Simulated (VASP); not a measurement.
OSZICAR of a VASP run on BaTiO3 (cubic perovskite):

**OSZICAR**
```
       N       E                     dE             d eps       ncg     rms          rms(c)
DAV:   1     0.464040959902E+03    0.46404E+03   -0.21224E+04   960   0.179E+03
DAV:   2     0.564337068926E+01   -0.45840E+03   -0.45042E+03  1224   0.494E+02
DAV:   3    -0.398511501389E+02   -0.45495E+02   -0.44520E+02  1416   0.146E+02
DAV:   4    -0.418130215453E+02   -0.19619E+01   -0.19609E+01  1400   0.275E+01
DAV:   5    -0.418907238252E+02   -0.77702E-01   -0.77700E-01  1336   0.382E+00    0.227E+01
DAV:   6    -0.313846028511E+02    0.10506E+02   -0.72703E+01  1464   0.748E+01    0.101E+01
DAV:   7    -0.313419599447E+02    0.42643E-01   -0.11982E+01  1240   0.250E+01    0.626E+00
DAV:   8    -0.311429264437E+02    0.19903E+00   -0.11437E+00  1256   0.102E+01    0.261E+00
DAV:   9    -0.311680391444E+02   -0.25113E-01   -0.23044E-01  1280   0.355E+00    0.118E+00
DAV:  10    -0.311554098024E+02    0.12629E-01   -0.84582E-02  1256   0.301E+00    0.362E-01
DAV:  11    -0.311545876786E+02    0.82212E-03   -0.60013E-03  1488   0.629E-01    0.568E-02
DAV:  12    -0.311545991622E+02   -0.11484E-04   -0.10885E-03  1152   0.360E-01    0.500E-02
DAV:  13    -0.311545714732E+02    0.27689E-04   -0.18964E-04  1320   0.110E-01    0.949E-03
DAV:  14    -0.311545790098E+02   -0.75366E-05   -0.39642E-05  1296   0.564E-02    0.205E-02
DAV:  15    -0.311545732812E+02    0.57286E-05   -0.17621E-05  1200   0.368E-02    0.329E-03
DAV:  16    -0.311545732060E+02    0.75250E-07   -0.12241E-06  1352   0.733E-03    0.157E-03
DAV:  17    -0.311545732376E+02   -0.31614E-07   -0.80649E-08   592   0.280E-03
   1 F= -.31154573E+02 E0= -.31154573E+02  d E =-.986008E-23
```

Task: Which electronic solver shows in the log?

Result: It is blocked Davidson (ALGO = Normal, or the opening steps of other solvers). The INCAR had ALGO = Normal.

Task: Can the final energy be trusted as converged?

Result: Self-consistency was reached. It stopped with EDIFF = 1E-7, NELM = 100 (vdW-DF-cx, plane waves, VASP's PBE PAW potentials (set 64)).

The compound is BaTiO3 in the cubic perovskite structure, the ideal cubic form; the compound distorts at low or room temperature. This cell is one point of a volume scan, at 1.03 of the reference volume.
